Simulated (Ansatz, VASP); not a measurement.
# Cross-check of Si (amorphous silicon) between VASP and Ansatz

One calculation is typed for both programs; each brings its own data sets. How far apart do they land? The structure shown is the start of the Ansatz relaxation below; VASP solves that cell, so the two are compared at the walk's first step.

Calculated with Ansatz 0.2.0; plane waves, with VASP 6.6.1 beside it; single point at PBE and single point at PBE with D3(BJ).

## 1. Starting point

The cell holds 25 atoms: 25 Si. Cell: a = 8.020 Å, b = 8.020 Å, c = 8.020 Å, α = 90.0°, β = 90.0°, γ = 90.0°. As first built, before any earlier steps moved the atoms (in the runner's words): 25 atoms (25 Si) placed at random at 2.26 g/cm^3, melted at 3000 K for 8 ps at fixed volume with the modified Tersoff potential (Kumagai, Izumi, Hara and Sakai, Comput. Mater. Sci. 39, 457 (2007)). Quenched from 3000 K to 300 K at 60 K/ps and fixed volume, held 5 ps.

## 2. Ansatz: relaxation, PBE

Ansatz runs on its default PAW (the set named soft_2) files.

The two programs are compared at the cell with which this relaxation starts, whose forces are those of its first step.

The input, input.yaml:

```yaml
crystal:
  lattice:
    - [8.0202, 0.0, 0.0]
    - [0.0, 8.0202, 0.0]
    - [0.0, 0.0, 8.0202]
  atoms:
    - { symbol: Si, position: [0.29657, 0.67425, 0.0674] }
    - { symbol: Si, position: [0.83498, 0.17767, 0.28642] }
    - { symbol: Si, position: [0.59908, 0.60379, 0.67581] }
    - { symbol: Si, position: [0.04516, 0.75547, 0.70889] }
    - { symbol: Si, position: [0.64796, 0.33322, 0.09297] }
    - { symbol: Si, position: [0.48088, 0.18652, 0.87849] }
    - { symbol: Si, position: [0.86914, 0.89106, 0.89329] }
    - { symbol: Si, position: [0.92777, 0.27734, 0.71281] }
    - { symbol: Si, position: [0.97904, 0.66611, 0.4368] }
    - { symbol: Si, position: [0.00847, 0.36058, 0.44631] }
    - { symbol: Si, position: [0.48802, 0.80702, 0.86535] }
    - { symbol: Si, position: [0.36908, 0.40555, 0.69826] }
    - { symbol: Si, position: [0.35447, 0.02186, 0.42758] }
    - { symbol: Si, position: [0.17398, 0.83962, 0.25939] }
    - { symbol: Si, position: [0.68661, 0.69842, 0.38742] }
    - { symbol: Si, position: [0.13858, 0.5248, 0.85588] }
    - { symbol: Si, position: [0.27413, 0.93628, 0.70122] }
    - { symbol: Si, position: [0.71715, 0.70121, 0.06919] }
    - { symbol: Si, position: [0.65334, 0.9853, 0.44547] }
    - { symbol: Si, position: [0.29377, 0.32894, 0.42509] }
    - { symbol: Si, position: [0.46348, 0.50057, 0.24071] }
    - { symbol: Si, position: [0.00758, 0.02508, 0.10538] }
    - { symbol: Si, position: [0.16126, 0.16811, 0.88021] }
    - { symbol: Si, position: [0.79145, 0.48467, 0.87357] }
    - { symbol: Si, position: [0.70915, 0.07564, 0.73166] }
kpoints:
  mp_grid: { grid: [1, 1, 1] }
hamiltonian:
  xc: pbe
scf:
  occupations: { method: fermi_dirac, width: 0.05 }
output:
  forces: true
  stress: true
relax:
  f_tol: 0.04
  max_steps: 90
  cell: { stress_tol: 0.1, fix: [alpha, beta, gamma] }
```

On the command line:

```bash
$ ansatz run input.yaml --threads 8 --pin off --max-ram 15360MiB --backend cpu --events-out ev --progress --plain --runs-dir out
```

Numbers of over 12 decimals in the logs are rounded to 6 here.

Output:

```text
The last accepted step is kept in <dir> (removed where the run ends without a failure and the disk answers)
Engine: ansatz 0.2.0, aarch64-unknown-linux-gnu
Pseudopotentials: kind: paw
Pseudopotential: Si, paw, valence charge 4, recommended cutoff 420 eV (normal), Si.paw.azcp
Functional definition: PBE
  parameter kappa = 0.804
  parameter beta = 0.066725
  exchange = pbe_x(kappa = kappa, mu = beta*pi^2/3)
  correlation = pbe_c(beta = beta)
Crystal: 25 atoms, lattice volume = 515.888 Å³
Basis set: ecut = 420 eV, 10059 PW (Γ), exchange–correlation on 108×108×108 points (8 copies of the dense FFT grid, shifted against one another)
Bands: 75, of which v1, the nominal top of the filled ones, is band 50 counted from 1 (49 counted from 0)
Symmetry: 1 space group operations
Space group: P1 (ITA 1), of the structure as read, at distance tolerance 8.0e-5 Å
k-points: 1
Non-local potential: Si, projectors of the file, l = 0: 2, l = 1: 2, l = 2: 2
PAW form: soft (Blöchl's): semilocal exchange-correlation on the pseudo side does not see the compensation charge
PAW one-centre angular grid: Si, 110 points (default); XC on 64 Gauss nodes
Initial density: superposition of atomic densities (neutral atoms: chi_scale 0, normalization atom), corrected by the library's trained network
Initial wavefunctions: pseudopotential atomic-orbital guess
Functional: x = pbe(κ = 0.804, μ = 0.219515), c = pbe(β = 0.066725)
SCF iter   1: F=—  HF=-15882.632683 eV  |F-HF|=—  |Δ(HF+E_count)|=         —  Δρ=7.81e-3  dr2=7.57e-1  ethr=1.77e-3  ⟨swp⟩=6.0  Hψ=364  notcnv=0  defer=13
preconditioner: auto → Kerker (q_TF=auto, 2.076 Å⁻¹)  [metal: Δε(μ)=0.085 eV  Ē_g=7.077 eV  σ=0.050 eV  W_gap=0.40  n_scr=80 (ndim 8)  ℏωp=16.3 eV  f_vac=0.000  D(μ)=16.84/eV (n_scr^D=122)]
SCF iter   2: F=—  HF=-15882.517232 eV  |F-HF|=—  |Δ(HF+E_count)|=   1.15e-1  Δρ=4.58e-3  dr2=2.44e-1  ethr=7.57e-4  ⟨swp⟩=1.0  Hψ=87  notcnv=0  defer=13
SCF iter   3: F=—  HF=-15882.468600 eV  |F-HF|=—  |Δ(HF+E_count)|=   4.86e-2  Δρ=1.38e-3  dr2=2.98e-2  ethr=2.44e-4  ⟨swp⟩=4.0  Hψ=120  notcnv=0  defer=13
SCF iter   4: F=—  HF=-15882.468269 eV  |F-HF|=—  |Δ(HF+E_count)|=   3.31e-4  Δρ=5.44e-4  dr2=3.36e-3  ethr=2.98e-5  ⟨swp⟩=3.0  Hψ=111  notcnv=0  defer=13
SCF iter   5: F=—  HF=-15882.469969 eV  |F-HF|=—  |Δ(HF+E_count)|=   1.70e-3  Δρ=1.65e-4  dr2=4.29e-4  ethr=3.36e-6  ⟨swp⟩=2.0  Hψ=93  notcnv=0  defer=13
SCF iter   6: F=—  HF=-15882.470203 eV  |F-HF|=—  |Δ(HF+E_count)|=   2.34e-4  Δρ=6.14e-5  dr2=6.25e-5  ethr=4.29e-7  ⟨swp⟩=2.0  Hψ=98  notcnv=0  defer=13
SCF iter   7: F=—  HF=-15882.470511 eV  |F-HF|=—  |Δ(HF+E_count)|=   3.07e-4  Δρ=2.57e-5  dr2=1.19e-5  ethr=6.25e-8  ⟨swp⟩=2.0  Hψ=111  notcnv=0  defer=13
SCF iter   8: F=—  HF=-15882.470516 eV  |F-HF|=—  |Δ(HF+E_count)|=   5.74e-6  Δρ=1.01e-5  dr2=1.57e-6  ethr=1.19e-8  ⟨swp⟩=2.0  Hψ=98  notcnv=0  defer=13
SCF iter   9: F=—  HF=-15882.470517 eV  |F-HF|=—  |Δ(HF+E_count)|=   8.12e-7  Δρ=3.61e-6  dr2=1.70e-7  ethr=1.57e-9  ⟨swp⟩=2.0  Hψ=98  notcnv=0  defer=13
SCF iter  10: F=-15882.470517 eV  HF=-15882.470517 eV  |F-HF|=8.35e-9  |Δ(HF+E_count)|=   9.20e-8  Δρ=1.18e-6  dr2=1.94e-8  ethr=1.00e-10  ⟨swp⟩=4.0  Hψ=232  notcnv=0
SCF 1 converged in 10 iterations: F = -15882.470517 eV  dr2 = 1.94e-8
  greatest PAW one-centre occupation: 0.674 electrons in one spin orbital (limit 2), on the Si atom at site 17 (counted from 0), in its partial waves of l = 0
relax step   1: F+E_penalty+E_count = -15882.47051738 eV  Δ(F+E_penalty+E_count) = +0.000e0 eV  max|allowed force component| = 1.335e0 eV/Å  Δτ_max = 0.0000 Å  P = +0.662 GPa  Ω = 515.888 Å³  fix = [alpha, beta, gamma]  reactions: alpha -1.583, beta +0.310, gamma +3.029 GPa/rad  (10 SCF iters, dr2 threshold 1.00e-7 eV, accepted)
[...]
relax step  75: F+E_penalty+E_count = -15898.52199316 eV  Δ(F+E_penalty+E_count) = -1.018e-3 eV  max|allowed force component| = 2.472e-2 eV/Å  Δτ_max = 0.0124 Å  P = +0.050 GPa  Ω = 439.952 Å³  energy of the carried Pulay correction = -2.359e-5 eV  fix = [alpha, beta, gamma]  reactions: alpha +0.044, beta +0.342, gamma -0.146 GPa/rad  (5 SCF iters, dr2 threshold 3.84e-8 eV, accepted)
[...]
relax step  76: F+E_penalty+E_count = -15898.52253583 eV  Δ(F+E_penalty+E_count) = -5.427e-4 eV  max|allowed force component| = 1.361e-2 eV/Å  Δτ_max = 0.0129 Å  P = -0.023 GPa  Ω = 440.280 Å³  energy of the carried Pulay correction = -6.831e-5 eV  fix = [alpha, beta, gamma]  reactions: alpha +0.048, beta +0.358, gamma -0.142 GPa/rad  (6 SCF iters, dr2 threshold 3.13e-8 eV, accepted)
[...]
relax step  77: F+E_penalty+E_count = -15898.52280254 eV  Δ(F+E_penalty+E_count) = -2.667e-4 eV  max|allowed force component| = 1.361e-2 eV/Å  Δτ_max = 0.0000 Å  P = -0.023 GPa  Ω = 440.280 Å³  fix = [alpha, beta, gamma]  reactions: alpha +0.048, beta +0.358, gamma -0.142 GPa/rad  stress off target by 3.11e-2 GPa on what of the cell is left free  SCF on the basis re-selected at this cell (its energy is not comparable with the rows above)  (4 SCF iters)
basis re-selected at this cell: Δ(F+E_penalty+E_count) = -2.667e-4 eV, ΔP = +0.001 GPa vs the last step (what re-selecting the basis moved, of the pressure what is left beyond the Pulay correction that the steps carried, after the strain that the cell walked since its last selection, with what the two solves' SCF thresholds leave and, on support functions, any second-order correction that the steps lacked; it is no measure of the basis error at this ecutwfc). The dense FFT grid was sized anew with the basis: this SCF ran on 40×60×64 points, the steps before it on 40×60×60, so part of this shift can come from that change (see relax.cell in the input reference). [rest of the remark cut]
SCF converged after 4 iterations
Free energy (F): -15898.522803 eV
Harris-Foulkes:  -15898.522803 eV  (|F-HF|=2.04e-10)
Internal energy: -15898.522692 eV  (E = F + TS)
E sigma→0 (E₀):  -15898.522747 eV
Entropy (-TS):   -0.000111 eV (-0.004 meV/atom)
Fermi energy:    7.718192 eV
--- Per-component energies (eV) ---
  E_band       = 239.513346
  E_kinetic    = 997.060433
  E_local      = -525.089951  (includes V_loc(G=0)·N_el)
  E_nonlocal   = 648.975969
  E_hartree    = 175.813171
  E_xc         = -1388.323854
  E_vxc        = -1179.393687  (∫ρ·V_xc dr)
  E_paw        = -12810.888500  (= ΣΔE_a)
  E_vpaw       = -53.665995  (= ΣTr[D̂ρ^β])
  E_aug_tail   = 0.000170  (compensation charges beyond the density's cutoff)
  E_ewald      = -2996.070129
  E_smearing   = -0.000111  (= −TS)
  E_closure    = -0.000000  (closes the sum)
  Σ components = -15898.522803   (vs F -15898.522803, Δ=0.00e0)
--- Forces (eV/Å), atoms counted from 1 ---
  atom   1  Si     0.00322061     0.00145632     0.00620543
  atom   2  Si    -0.00149817    -0.00072311     0.00127997
  atom   3  Si    -0.00535690     0.00657626     0.00954179
  atom   4  Si     0.00727100    -0.00500401     0.00728690
  atom   5  Si    -0.00701261     0.00344678    -0.00455630
  atom   6  Si     0.00711162     0.00584161     0.00864170
  atom   7  Si     0.00025255    -0.00520368    -0.00037396
  atom   8  Si    -0.01287701     0.00391752    -0.00941053
  atom   9  Si    -0.00929676    -0.00211639    -0.00340129
  atom  10  Si     0.00529419    -0.00353291    -0.00123341
  atom  11  Si     0.00460050    -0.00031859     0.00295923
  atom  12  Si    -0.00007570    -0.00300211     0.00044061
  atom  13  Si    -0.00228720    -0.00005733     0.00645174
  atom  14  Si     0.00300001     0.00029706     0.00002549
  atom  15  Si     0.00085389     0.00274511    -0.00041249
  atom  16  Si    -0.00177814    -0.00129978    -0.01125356
  atom  17  Si    -0.00734498     0.00644445    -0.00795295
  atom  18  Si    -0.00413969    -0.00164694     0.00147792
  atom  19  Si    -0.00318455     0.00198685     0.00603761
  atom  20  Si     0.00131367    -0.01361101     0.00191811
  atom  21  Si     0.00164129    -0.00072057     0.00065772
  atom  22  Si     0.00275028     0.00063869    -0.00640873
  atom  23  Si     0.00658294     0.00249034    -0.00292543
  atom  24  Si     0.00494700     0.00187522     0.00083063
  atom  25  Si     0.00601329    -0.00048140    -0.00582697
  max |Σ_I F_I| component: 1.64e-6 eV/Å
--- Stress (GPa, compression-positive) ---
       -0.015792       0.142310      -0.358434
        0.142310      -0.031064      -0.047713
       -0.358434      -0.047713      -0.021365
  P = ⅓ Tr σ = -0.0227 GPa (-0.227 kbar)
--- Relaxed structure (75 steps of the walk, 70 accepted, 2 SCFs on fresh bases) ---
  F+E_penalty+E_count = -15898.52280254 eV   max|allowed force component| = 1.361e-2 eV/Å   (the final SCF, on the basis selected at the relaxed cell)
  cell:  # Å, volume = 440.2799 Å³
    - [5.482710, 0, 0]
    - [0, 8.944356, 0]
    - [0, 0, 8.978100]
  atoms:
    - { symbol: Si, position: [0.270540, 0.702258, 0.032280] }
    - { symbol: Si, position: [0.788257, 0.183494, 0.233988] }
    - { symbol: Si, position: [0.626420, 0.773648, 0.733282] }
    - { symbol: Si, position: [0.057070, 0.693934, 0.705962] }
    - { symbol: Si, position: [0.829288, 0.203587, -0.028099] }
    - { symbol: Si, position: [0.583654, 0.194456, 0.746158] }
    - { symbol: Si, position: [0.819495, 0.934047, 0.915643] }
    - { symbol: Si, position: [0.793081, 0.396181, 0.644000] }
    - { symbol: Si, position: [1.043340, 0.578912, 0.455940] }
    - { symbol: Si, position: [-0.272329, 0.403320, 0.376388] }
    - { symbol: Si, position: [0.300217, 0.926965, 0.887653] }
    - { symbol: Si, position: [0.439727, 0.542394, 0.696493] }
    - { symbol: Si, position: [0.267566, -0.036072, 0.389186] }
    - { symbol: Si, position: [0.299838, 0.719345, 0.293946] }
    - { symbol: Si, position: [0.745557, 0.693686, 0.301342] }
    - { symbol: Si, position: [0.281931, 0.456056, 0.922081] }
    - { symbol: Si, position: [0.092753, 0.966793, 0.645699] }
    - { symbol: Si, position: [0.798209, 0.697983, 0.042865] }
    - { symbol: Si, position: [0.807032, 0.954268, 0.368228] }
    - { symbol: Si, position: [0.165199, 0.247046, 0.671385] }
    - { symbol: Si, position: [0.298161, 0.367957, 0.424877] }
    - { symbol: Si, position: [0.253837, 0.182624, 0.239463] }
    - { symbol: Si, position: [0.287386, 0.191847, 0.972356] }
    - { symbol: Si, position: [0.810830, 0.472539, 0.905784] }
    - { symbol: Si, position: [0.584041, -0.018188, 0.588669] }
```

[end of part 1 of 4]

[Lines on the potential files, build, host, timing and source positions are cut from VASP's logs without a mark.]

[Logs are printed without paths, hosts, clocks, repeated set-up lines and the standing remarks that a program may print on its own settings, such as how far it seeks lower states.]

[Hosts, paths, dates, database ids (printed as entryN), source tags and the programs' standing remarks are cut or masked in the printed files.]
